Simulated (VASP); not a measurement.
Input:

```yaml
crystal:
  lattice:
    - [-2.48983, 2.48983, 3.67376]
    - [2.48983, -2.48983, 3.67376]
    - [2.48983, 2.48983, -3.67376]
  atoms:
    - { symbol: Si, position: [0.00000, 0.00000, 0.00000] }
    - { symbol: Si, position: [0.75000, 0.25000, 0.50000] }
    - { symbol: O, position: [0.37500, 0.22245, 0.34745] }
    - { symbol: O, position: [0.77755, 0.12500, 0.15255] }
    - { symbol: O, position: [0.87500, 0.02755, 0.65255] }
    - { symbol: O, position: [0.97245, 0.62500, 0.84745] }
```

Computed with PBEsol GGA, VASP's PBE PAW potentials (set 64) (plane waves; VASP). Numerical set-up: 520 eV cut-off, 6×6×6 Γ-centred mesh, Gaussian smearing of 0.050 eV, potentials Si O.

Q: What does the run give for the energy per atom (σ→0), band gap (on the k-mesh) with the smallest direct gap where there is one?

A: 
| Quantity | Value |
|---|---|
| band gap (on the k-mesh) | 5.80 eV |
| smallest direct gap (on the k-mesh) | 5.80 eV |
| energy per atom (σ→0) | -8.227 eV/atom |

Total energies compare only between runs with the same potentials, cut-off and functional.

The structure comes from a computed database's SiO2 entry (I-42d); how it stands against other phases isn't given here. It was relaxed first. The start is the result of an earlier pass.
